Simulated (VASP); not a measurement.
Here is the system:

```xyz
5
Lattice="3.8700 0.0000 0.0000 0.0000 3.8700 0.0000 0.0000 0.0000 3.8700" Properties=species:S:1:pos:R:3 pbc="T T T"
Li     1.9350     0.0000     0.0000
Li     0.0000     1.9350     0.0000
Li     0.0000     0.0000     1.9350
Br     1.9350     1.9350     1.9350
O      0.0000     0.0000     0.0000
```

Computed with LDA (Ceperley-Alder, Perdew-Zunger), VASP's LDA PAW potentials (set 64) (plane waves; VASP 6.6.1). Numerical set-up: 520 eV cut-off, Gaussian smearing of 0.050 eV, potentials Li_sv Br O.

Question: Give the energies of bands 6 to 14 at the high-symmetry points, in eV from the valence-band maximum.

Answer: 
```tsv
band	Γ	X	M	R
6	-3.15	-3.78	-4.34	-3.91
7	-3.15	-2.16	-4.34	-3.91
8	-3.15	-2.16	-1.82	-3.91
9	-0.43	-1.44	-1.20	-1.02
10	-0.43	-1.44	0.00	-1.02
11	-0.43	-1.19	0.00	-1.02
12	4.90	5.55	4.29	8.24
13	6.14	6.34	6.14	8.24
14	6.14	8.30	7.13	8.24
```

The gap is direct, 4.29 eV, from the valence maximum at M to the conduction minimum at M.

The structure comes from a computed database's Li3BrO entry (Pm-3m); how it stands against other phases isn't given here. It was relaxed first, which changed the volume by -6 %.
